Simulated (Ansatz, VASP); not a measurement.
# Cross-check of MgAl2C2 between VASP and Ansatz

Wanted: the spread between two codes on one cell, functional and k mesh.

Method: plane waves, with VASP 6.6.1 beside it; dielectric response at PBEsol, in Ansatz 0.2.0.

**1. The structure**

The structure is trigonal, space group P-3m1 (No. 164). The conventional cell has a = 3.376 Å, b = 3.376 Å, c = 5.769 Å, α = 90.00°, β = 90.00°, γ = 120.00°. Nearest to Al lie 4 C at 2.00 to 2.20 Å. Nearest to Mg lie 6 C at 2.49 Å. Nearest to C lie 4 Al at 2.00 to 2.20 Å and 3 Mg at 2.49 Å. Farther neighbours are not listed.

As a file:

```xyz
5
Lattice="3.3757 0.0000 0.0000 -1.6878 2.9234 0.0000 0.0000 0.0000 5.7694" Properties=species:S:1:pos:R:3 pbc="T T T"
Al    1.6878    0.9745    3.7505
Al    0.0000    1.9490    2.0189
Mg    0.0000    0.0000    0.0000
C     1.6878    0.9745    1.5529
C     0.0000    1.9490    4.2165
```

**2. VASP: dielectric response, PBEsol**

The response to a field tests empty states and converges slowly with the mesh.

Lines of VASP's logs that name or quote its potential files are left out, and so is its time.

Input file INCAR:

```
SYSTEM = MgAl2C2
PREC = Accurate
ENCUT = 480
EDIFF = 1E-08
NELM = 120
ISMEAR = 0
SIGMA = 0.05
LREAL = .FALSE.
ALGO = Normal
GGA = PS
NBANDS = 14
LWAVE = .FALSE.
LCHARG = .FALSE.
KPAR = 4
LEPSILON = .TRUE.
```

Input file POSCAR:

```
MgAl2C2
1.0
    3.3756991423      0.0000000000      0.0000000000
   -1.6878495711      2.9234412128      0.0000000000
    0.0000000000      0.0000000000      5.7693981402
Al Mg C
2 1 2
Direct
    0.6666666667      0.3333333333      0.6500705270
    0.3333333333      0.6666666667      0.3499294730
    0.0000000000      0.0000000000      0.0000000000
    0.6666666667      0.3333333333      0.2691581609
    0.3333333333      0.6666666667      0.7308418391
```

Input file KPOINTS:

```
Automatic mesh
0
Gamma
9 9 5
0 0 0
```

PAW data sets: Al, Mg and C (PBE family, release 64).

Command:

```sh
$ mpirun -np 4 vasp_std
```

Numbers of over 12 decimals in the logs are rounded to 6 here.

The log of the run:

```text
[banner, memory and clock lines left out]
running    4 mpi-ranks, on    1 nodes
 distrk:  each k-point on    1 cores,    4 groups
 distr:  one band on    1 cores,    1 groups

 POSCAR found type information on POSCAR AlMgC
 POSCAR found :  3 types and       5 ions
|                                                                             |
|               ----> ADVICE to this user running VASP <----                  |
|                                                                             |
|     You enforced a specific xc type in the INCAR file but a different       |
|     [... a line on the potential file left out ...]
|     I HOPE YOU KNOW WHAT YOU ARE DOING!                                     |
|                                                                             |

 LDA part: xc-table for (Slater+PW92), standard interpolation
 POSCAR, INCAR and KPOINTS ok, starting setup
 FFT: planning ... GRIDC
 FFT: planning ... GRID_SOFT
 FFT: planning ... GRID
 WAVECAR not read
 entering main loop
       N       E                     dE             d eps       ncg     rms          rms(c)
DAV:   1     0.274076290663E+02    0.27408E+02   -0.64864E+03  1424   0.911E+02
DAV:   2    -0.301247219698E+02   -0.57532E+02   -0.51659E+02  1992   0.152E+02
DAV:   3    -0.336616411567E+02   -0.35369E+01   -0.35131E+01  1898   0.375E+01
DAV:   4    -0.337060050653E+02   -0.44364E-01   -0.44352E-01  1634   0.493E+00
DAV:   5    -0.337066818143E+02   -0.67675E-03   -0.67669E-03  1862   0.617E-01    0.981E+00
DAV:   6    -0.297227474163E+02    0.39839E+01   -0.10467E+01  1844   0.186E+01    0.314E+00
DAV:   7    -0.296570661984E+02    0.65681E-01   -0.91214E-01  1844   0.570E+00    0.210E+00
DAV:   8    -0.296187775614E+02    0.38289E-01   -0.10786E-01  1628   0.231E+00    0.477E-01
DAV:   9    -0.296125140705E+02    0.62635E-02   -0.25578E-02  1814   0.950E-01    0.140E-01
DAV:  10    -0.296125305911E+02   -0.16521E-04   -0.10265E-03  1696   0.229E-01    0.707E-02
DAV:  11    -0.296125178469E+02    0.12744E-04   -0.56358E-05  1820   0.597E-02    0.321E-02
DAV:  12    -0.296125095486E+02    0.82984E-05   -0.60210E-05  1856   0.450E-02    0.751E-03
DAV:  13    -0.296125089560E+02    0.59252E-06   -0.31848E-06  1718   0.113E-02    0.319E-03
DAV:  14    -0.296125089716E+02   -0.15560E-07   -0.92802E-08  1780   0.227E-03    0.280E-03
DAV:  15    -0.296125089711E+02    0.49704E-09   -0.15764E-08  1362   0.875E-04
   1 F= -.29612509E+02 E0= -.29612509E+02  d E =-.777967E-15
 Linear response reoptimize wavefunctions to high precision
DAV:   1    -0.296125089581E+02    0.12971E-07   -0.19948E-08  1652   0.916E-04
DAV:   2    -0.296125089582E+02   -0.98908E-10   -0.75811E-10   886   0.192E-04
 Linear response G [H, r] |phi>, progress :
  Direction:   1
       N       E                     dE             d eps       ncg     rms
RMM:   1    -0.781821091540E+02   -0.78182E+02   -0.62703E+00  3527   0.588E+01
RMM:   2    -0.590804461725E+02    0.19102E+02   -0.57018E+00  2361   0.157E+01
RMM:   3    -0.591253165855E+02   -0.44870E-01   -0.91008E-02  2552   0.191E+00
RMM:   4    -0.591255213107E+02   -0.20473E-03   -0.29483E-03  2670   0.322E-01
RMM:   5    -0.591255357585E+02   -0.14448E-04   -0.13550E-04  2705   0.643E-02
RMM:   6    -0.591255371098E+02   -0.13513E-05   -0.35568E-06  2772   0.140E-02
RMM:   7    -0.591255375053E+02   -0.39546E-06    0.91055E-06  2753   0.344E-03
RMM:   8    -0.591255370966E+02    0.40866E-06   -0.19228E-06  2775   0.110E-03
RMM:   9    -0.591255369969E+02    0.99738E-07    0.11175E-05  2447   0.522E-04
RMM:  10    -0.591255369320E+02    0.64885E-07   -0.71103E-08  2018   0.388E-04
RMM:  11    -0.591255369226E+02    0.93877E-08    0.52753E-06  1859   0.365E-04
RMM:  12    -0.591255369289E+02   -0.62768E-08    0.53066E-07  1781   0.359E-04
RMM:  13    -0.591255369191E+02    0.98495E-08    0.43075E-06  1657   0.356E-04
 Linear response G [H, r] |phi>, progress :
  Direction:   2
       N       E                     dE             d eps       ncg     rms
RMM:   1    -0.714892831271E+02   -0.71489E+02    0.32687E+01  3471   0.591E+01
RMM:   2    -0.579919035508E+02    0.13497E+02   -0.49500E+00  2343   0.151E+01
RMM:   3    -0.580417717743E+02   -0.49868E-01   -0.70459E-02  2544   0.185E+00
RMM:   4    -0.580427758183E+02   -0.10040E-02   -0.19735E-03  2701   0.315E-01
RMM:   5    -0.580428452850E+02   -0.69467E-04   -0.10100E-04  2721   0.654E-02
RMM:   6    -0.580428506312E+02   -0.53461E-05   -0.63026E-06  2785   0.146E-02
RMM:   7    -0.580428509697E+02   -0.33853E-06   -0.90353E-06  2775   0.374E-03
RMM:   8    -0.580428510056E+02   -0.35878E-07   -0.49041E-05  2787   0.114E-03
RMM:   9    -0.580428510523E+02   -0.46727E-07    0.92406E-08  2532   0.516E-04
RMM:  10    -0.580428510150E+02    0.37266E-07   -0.57186E-06  2090   0.358E-04
RMM:  11    -0.580428510342E+02   -0.19180E-07    0.26787E-06  1884   0.327E-04
RMM:  12    -0.580428510207E+02    0.13491E-07   -0.23095E-06  1814   0.321E-04
RMM:  13    -0.580428510383E+02   -0.17591E-07   -0.61127E-07  1683   0.317E-04
RMM:  14    -0.580428510269E+02    0.11398E-07   -0.86768E-07  1548   0.317E-04
 Linear response G [H, r] |phi>, progress :
  Direction:   3
       N       E                     dE             d eps       ncg     rms
RMM:   1    -0.770044187759E+02   -0.77004E+02    0.56313E+01  3602   0.634E+01
[...]
RMM:   1    -0.108521142077E+01   -0.10852E+01   -0.45519E+00  2902   0.400E+00
RMM:   2    -0.111232608594E+01   -0.27115E-01   -0.10872E-02  2388   0.575E-01
RMM:   3    -0.111253108014E+01   -0.20499E-03   -0.24193E-04  2484   0.699E-02
RMM:   4    -0.111253730336E+01   -0.62232E-05   -0.91648E-06  2552   0.125E-02
RMM:   5    -0.111253755352E+01   -0.25016E-06   -0.40933E-07  2563   0.240E-03
RMM:   6    -0.111253756604E+01   -0.12515E-07   -0.25862E-08  2386   0.517E-04
RMM:   7    -0.111253756653E+01   -0.49428E-09   -0.36396E-09  1946   0.132E-04
 change of polarisation eV/A/(eV/A) component  1 :     2.225    -0.392    -0.131
 dielectric tensor                  component  1 :     8.072    -1.247    -0.417
 Linear response to external field (no local field effect), progress :
  Direction:   2
       N       E                     dE             d eps       ncg     rms          rms(c)
RMM:   1    -0.108255110138E+01   -0.10826E+01   -0.45897E+00  2916   0.403E+00
RMM:   2    -0.111292379798E+01   -0.30373E-01   -0.10283E-02  2405   0.581E-01
RMM:   3    -0.111310084694E+01   -0.17705E-03   -0.20814E-04  2487   0.673E-02
RMM:   4    -0.111310574050E+01   -0.48936E-05   -0.71789E-06  2562   0.117E-02
RMM:   5    -0.111310593025E+01   -0.18975E-06   -0.32584E-07  2606   0.220E-03
RMM:   6    -0.111310593941E+01   -0.91589E-08   -0.26946E-08  2491   0.470E-04
 change of polarisation eV/A/(eV/A) component  2 :    -0.392     2.226    -0.526
 dielectric tensor                  component  2 :    -1.247     8.075    -1.671
 Linear response to external field (no local field effect), progress :
  Direction:   3
       N       E                     dE             d eps       ncg     rms          rms(c)
RMM:   1    -0.129668784818E+01   -0.12967E+01   -0.60451E+00  2955   0.402E+00
RMM:   2    -0.134174890805E+01   -0.45061E-01   -0.16813E-02  2450   0.614E-01
RMM:   3    -0.134206237367E+01   -0.31347E-03   -0.31557E-04  2509   0.725E-02
RMM:   4    -0.134207047508E+01   -0.81014E-05   -0.13564E-05  2561   0.131E-02
RMM:   5    -0.134207081314E+01   -0.33806E-06   -0.52038E-07  2575   0.241E-03
RMM:   6    -0.134207082708E+01   -0.13934E-07   -0.37292E-08  2472   0.528E-04
RMM:   7    -0.134207082741E+01   -0.33732E-09   -0.14173E-09  1908   0.128E-04
 change of polarisation eV/A/(eV/A) component  3 :    -0.131    -0.526     2.684
 dielectric tensor                  component  3 :    -0.417    -1.671     9.531
 Linear response to external field, progress :
  Direction:   1
       N       E                     dE             d eps       ncg     rms          rms(c)
RMM:   1    -0.108392227099E+01   -0.10839E+01   -0.45712E+00  6689   0.405E+00
RMM:   2    -0.111261852038E+01   -0.28696E-01   -0.10797E-02  5474   0.584E-01    0.135E+00
RMM:   3    -0.108146028759E+01    0.31158E-01   -0.25331E-02  5613   0.816E-01    0.804E-01
RMM:   4    -0.111896189210E+01   -0.37502E-01   -0.32384E-02  5651   0.929E-01    0.133E-01
RMM:   5    -0.112670311078E+01   -0.77412E-02   -0.72003E-04  5831   0.171E-01    0.160E-02
RMM:   6    -0.112702523633E+01   -0.32213E-03   -0.10424E-05  6071   0.197E-02    0.665E-03
RMM:   7    -0.112726387041E+01   -0.23863E-03   -0.60342E-07  6015   0.552E-03    0.793E-04
RMM:   8    -0.112728001470E+01   -0.16144E-04   -0.27659E-07  6142   0.165E-03    0.350E-04
RMM:   9    -0.112727509501E+01    0.49197E-05   -0.34994E-07  6119   0.593E-04    0.547E-05
RMM:  10    -0.112727524321E+01   -0.14821E-06   -0.16527E-07  5534   0.134E-04    0.125E-05
RMM:  11    -0.112727472726E+01    0.51596E-06    0.13110E-08  3690   0.573E-05    0.168E-06
 change of polarisation eV/A/(eV/A) component  1 :     2.104    -0.317     0.059
 dielectric tensor                  component  1 :     7.688    -1.008     0.187
 Linear response to external field, progress :
  Direction:   2
       N       E                     dE             d eps       ncg     rms          rms(c)
RMM:   1    -0.108444306940E+01   -0.10844E+01   -0.45764E+00  6752   0.400E+00
RMM:   2    -0.111262552203E+01   -0.28182E-01   -0.10537E-02  5520   0.575E-01    0.135E+00
RMM:   3    -0.108146461268E+01    0.31161E-01   -0.25246E-02  5611   0.815E-01    0.804E-01
RMM:   4    -0.111899404600E+01   -0.37529E-01   -0.32582E-02  5654   0.929E-01    0.133E-01
RMM:   5    -0.112669951133E+01   -0.77055E-02   -0.71645E-04  5879   0.170E-01    0.162E-02
RMM:   6    -0.112702143803E+01   -0.32193E-03   -0.99405E-06  6096   0.196E-02    0.665E-03
RMM:   7    -0.112726608856E+01   -0.24465E-03   -0.65136E-07  6084   0.539E-03    0.761E-04
RMM:   8    -0.112727886477E+01   -0.12776E-04   -0.65115E-07  6200   0.152E-03    0.332E-04
RMM:   9    -0.112727481562E+01    0.40491E-05   -0.10389E-06  6163   0.563E-04    0.504E-05
RMM:  10    -0.112727531540E+01   -0.49977E-06   -0.37412E-08  5397   0.120E-04    0.165E-05
RMM:  11    -0.112727467074E+01    0.64466E-06   -0.32976E-08  3983   0.645E-05    0.209E-06
 change of polarisation eV/A/(eV/A) component  2 :    -0.316     2.104     0.000
 dielectric tensor                  component  2 :    -1.004     7.688     0.000
 Linear response to external field, progress :
  Direction:   3
       N       E                     dE             d eps       ncg     rms          rms(c)
RMM:   1    -0.129668784818E+01   -0.12967E+01   -0.60451E+00  2955   0.402E+00
RMM:   2    -0.134174890908E+01   -0.45061E-01   -0.16813E-02  2445   0.614E-01    0.147E+00
RMM:   3    -0.128039417819E+01    0.61355E-01   -0.67090E-02  2471   0.108E+00    0.850E-01
RMM:   4    -0.129978459407E+01   -0.19390E-01   -0.31070E-02  2483   0.838E-01    0.268E-01
RMM:   5    -0.132246685335E+01   -0.22682E-01   -0.30692E-03  2559   0.271E-01    0.753E-02
RMM:   6    -0.132663053242E+01   -0.41637E-02   -0.29579E-04  2513   0.962E-02    0.131E-02
RMM:   7    -0.132765242766E+01   -0.10219E-02   -0.13387E-05  2648   0.209E-02    0.569E-03
RMM:   8    -0.132753080539E+01    0.12162E-03    0.24207E-07  2587   0.541E-03    0.931E-04
RMM:   9    -0.132753001129E+01    0.79410E-06    0.52398E-07  2703   0.106E-03    0.203E-04
RMM:  10    -0.132753147182E+01   -0.14605E-05    0.36594E-07  2554   0.233E-04    0.567E-05
RMM:  11    -0.132753280059E+01   -0.13288E-05    0.52510E-08  1929   0.670E-05    0.136E-05
RMM:  12    -0.132753245095E+01    0.34965E-06    0.60322E-08  1784   0.639E-05    0.285E-06
 change of polarisation eV/A/(eV/A) component  3 :    -0.135    -0.524     2.482
 dielectric tensor                  component  3 :    -0.427    -1.665     8.890
 Born effective charges drift removed
```

OUTCAR, selected parts (step 2):

```text
ion  position               nearest neighbor table
   1  0.667  0.333  0.650-   5 2.00   5 2.00   5 2.00   4 2.20   2 2.61   2 2.61   2 2.61   3 2.81
                             3 2.81   3 2.81
   2  0.333  0.667  0.350-   4 2.00   4 2.00   4 2.00   5 2.20   1 2.61   1 2.61   1 2.61   3 2.81
                             3 2.81   3 2.81
   3  0.000  0.000  0.000-   4 2.49   5 2.49   4 2.49   5 2.49   4 2.49   5 2.49   1 2.81   2 2.81
                             2 2.81   1 2.81   1 2.81   2 2.81
   4  0.667  0.333  0.269-   2 2.00   2 2.00   2 2.00   1 2.20   3 2.49   3 2.49   3 2.49
   5  0.333  0.667  0.731-   1 2.00   1 2.00   1 2.00   2 2.20   3 2.49   3 2.49   3 2.49

  LATTYP: Found a hexagonal cell.
 ALAT       =     3.3756991423
 C/A-ratio  =     1.7090972557

 Subroutine GETGRP returns: Found 12 space group operations
 (whereof 12 operations were pure point group operations)

The static configuration has the point symmetry D_3d.

 Found     50 irreducible k-points:

   k-points           NKPTS =     50   k-points in BZ     NKDIM =     50   number of bands    NBANDS=     14

   dimension x,y,z NGX =    24 NGY =   24 NGZ =   42
   dimension x,y,z NGXF=    48 NGYF=   48 NGZF=   84

   ENCUT  =  480.0 eV  35.28 Ry    5.94 a.u.   6.03  6.03 10.31*2*pi/ulx,y,z

   NELECT =      16.0000    total number of electrons

 k-points in reciprocal lattice and weights: Automatic mesh
   0.00000000  0.00000000  0.00000000       0.002
   0.11111111  0.00000000  0.00000000       0.015
   0.22222222  0.00000000  0.00000000       0.015
   0.33333333  0.00000000  0.00000000       0.015
   0.44444444  0.00000000  0.00000000       0.015
   0.11111111  0.11111111  0.00000000       0.015
   0.22222222  0.11111111  0.00000000       0.030
   0.33333333  0.11111111  0.00000000       0.030
   0.44444444  0.11111111  0.00000000       0.015
[...]
-0.22222222 -0.44444444  0.40000000       0.030
   0.33333333  0.33333333  0.40000000       0.010

 average (electrostatic) potential at core
       1 -72.1508       2 -72.1508       3 -33.9293       4 -46.4674       5 -46.4674

  Total       -0.0012332     -0.0012332     -0.0008580     -0.0000000     -0.0000000      0.0000000
  in kB       -0.0347010     -0.0347010     -0.0241450     -0.0000000     -0.0000000      0.0000000
  external PRESSURE =      -0.0311823 kB  Pullay stress =       0.0000000 kB

  energy-cutoff  :      480.00
  volume of cell :       56.94
      direct lattice vectors                 reciprocal lattice vectors
     3.375699142  0.000000000  0.000000000     0.296234930  0.171031317  0.000000000
    -1.687849571  2.923441213  0.000000000     0.000000000  0.342062633  0.000000000
     0.000000000  0.000000000  5.769398140     0.000000000  0.000000000  0.173328305

 POSITION                                       TOTAL-FORCE (eV/Angst)
 -----------------------------------------------------------------------------------
      1.68785      0.97448      3.75052         0.000000     -0.000000      0.000291
     -0.00000      1.94896      2.01888        -0.000000      0.000000     -0.000291
      0.00000      0.00000      0.00000        -0.000000      0.000000      0.000000
      1.68785      0.97448      1.55288         0.000000      0.000000     -0.000533
     -0.00000      1.94896      4.21652        -0.000000      0.000000      0.000533
 -----------------------------------------------------------------------------------
    total drift:                                0.000000     -0.000000      0.000000

 MACROSCOPIC STATIC DIELECTRIC TENSOR (including local field effects in DFT)
 ------------------------------------------------------
           7.688095     0.000000    -0.000000
           0.000000     7.688095     0.000000
           0.000000    -0.000000     8.889627
 ------------------------------------------------------

 PIEZOELECTRIC TENSOR (including local field effects)  for field in x, y, z        (C/m^2)
          XX          YY          ZZ          XY          YZ          ZX
  --------------------------------------------------------------------------------
  x     0.00000     0.00000     0.00000     0.00000     0.00000     0.00000
  y     0.00000     0.00000     0.00000     0.00000     0.00000     0.00000
  z     0.00000     0.00000     0.00000     0.00000     0.00000     0.00000

 BORN EFFECTIVE CHARGES (including local field effects) (in |e|, cummulative output)
 ---------------------------------------------------------------------------------
 ion    1
    1     2.25545     0.00000     0.00000
    2     0.00000     2.25545     0.00000
    3     0.00000     0.00000     1.97795
 ion    2
    1     2.25545     0.00000     0.00000
    2     0.00000     2.25545     0.00000
    3     0.00000     0.00000     1.97795
 ion    3
    1     2.01454     0.00000     0.00000
    2     0.00000     2.01454    -0.00000
    3     0.00000     0.00000     2.79426
 ion    4
    1    -3.26272    -0.00000    -0.00000
    2    -0.00000    -3.26272     0.00000
    3     0.00000     0.00000    -3.37508
 ion    5
    1    -3.26272    -0.00000    -0.00000
    2    -0.00000    -3.26272     0.00000
    3     0.00000     0.00000    -3.37508
```

[end of part 1 of 2]

[Lines on the potential files, build, host, timing and source positions are cut from VASP's logs without a mark.]

[Logs are printed without paths, hosts, clocks, repeated set-up lines and the standing remarks that a program may print on its own settings, such as how far it seeks lower states.]

[Hosts, paths, dates, database ids (printed as entryN), source tags and the programs' standing remarks are cut or masked in the printed files.]
